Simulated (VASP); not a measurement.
The cell holds one V (bcc) (110) slab, with vacuum along c, ions free to move until forces fall under 0.03 eV/Å, no reconstruction beyond this cell, dipole correction on.

Here is the system:

```yaml
crystal:
  lattice:
    - [2.58333, 0.00000, 0.00000]
    - [-0.86111, 2.43559, 0.00000]
    - [0.00000, 0.00000, 25.31359]
  atoms:
    - { symbol: V, position: [0.50000, 0.50000, 0.33827] }
    - { symbol: V, position: [0.00000, 0.00000, 0.41674] }
    - { symbol: V, position: [0.50000, 0.50000, 0.50000] }
    - { symbol: V, position: [0.00000, 0.00000, 0.58326] }
    - { symbol: V, position: [0.50000, 0.50000, 0.66173] }
```

Method: r2SCAN meta-GGA, VASP's PBE PAW potentials (set 64) (plane waves; VASP). Numerical set-up: 400 eV cut-off, 11×11×1 Γ-centred mesh, first-order Methfessel-Paxton smearing of 0.10 eV, potentials V_sv.

Slab and bulk use different k-meshes, so the surface energy is good to a few per cent at best.

Task: Predict its surface energy, work function, band gap (on the k-mesh).

Result: 
```
Item                                                        Result
------------------------  ----------------------------------------
surface energy                                           2.63 J/m²
work function                                              4.87 eV
band gap (on the k-mesh)  none (metal, semimetal or under 0.01 eV)
```

The cell is a thin slab with vacuum, built from V (bcc): (110) face. The run is not spin-polarised, so no magnetic state was tried.
